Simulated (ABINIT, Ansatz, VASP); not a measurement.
**Code comparison for MnS (Fm-3m, 4 atoms in the cell)**

Self-consistent single point.

```yaml
crystal:
  lattice:
    - [5.22000, 2.61000, 2.61000]
    - [2.61000, 5.22000, 2.61000]
    - [2.61000, 2.61000, 5.22000]
  atoms:
    - { symbol: Mn, position: [0.00000, 0.00000, 0.00000], spin: 5.0 }
    - { symbol: Mn, position: [0.50000, 0.50000, 0.50000], spin: -5.0 }
    - { symbol: S, position: [0.25000, 0.25000, 0.25000] }
    - { symbol: S, position: [0.75000, 0.75000, 0.75000] }
```
(The spins are starting values, not results.)

All programs got the same cell, k-point mesh and kind of occupations, and the same starting moments (in Ansatz's words: kpoints.mp_grid.grid = 4 4 4; magnetization.spin_polarized = true; scf.occupations.method = fermi_dirac; scf.occupations.width = 0.02 eV); potentials, basis and cutoffs are each program's usual ones.

```tsv
code	model	pressure (GPa)	gap on the mesh (eV)	cutoff
VASP	PBE, VASP's PBE PAW potentials (set 64)	-3.72	0.888	300 eV
Ansatz	PBE, default PAW files	-3.38	0.888	default
ABINIT	PBE, PAW (JTH v2.0 PBE PAW)	-3.33	0.887	60 Ry
```

Gaps are read on the mesh.

The spread over the programs that give each value: pressure within 0.39 GPa; gap on the mesh within 0.001 eV.

The starting cell has typed, rounded lattice constants, without a prior relaxation at this level. On Ansatz's run: The magnetic order is the one reached from the typed start; others were not searched systematically. In the base run, with a pressure of about -3 GPa the cell is away from its equilibrium volume at this level.

Q: Why do the programs differ, and what cannot be compared?

A: Differences of this kind can come from the potentials, where these differ, and from what each basis and cutoff leave unconverged. The valence holds different numbers of electrons (VASP 38, Ansatz (a program for electronic structure) 42, ABINIT 42). The zero of total energies and Fermi levels follows the potentials and each program's conventions, so they are not compared here. Ansatz's pressure is given at a fixed set of plane waves, as the other plane-wave codes print theirs; with its correction for the finite basis it is -3.35 GPa. Site moments depend on each program's spheres or projections; the total moment of the cell does not.

VASP's run is marked for a possible Pulay error in its stress at this cutoff; no cutoff test was made.

Left out of this page: Quantum ESPRESSO, GPAW, CP2K, Elk, FLEUR and SIESTA (not drawn, or without a comparable value).

Keys are those of Ansatz 0.2.
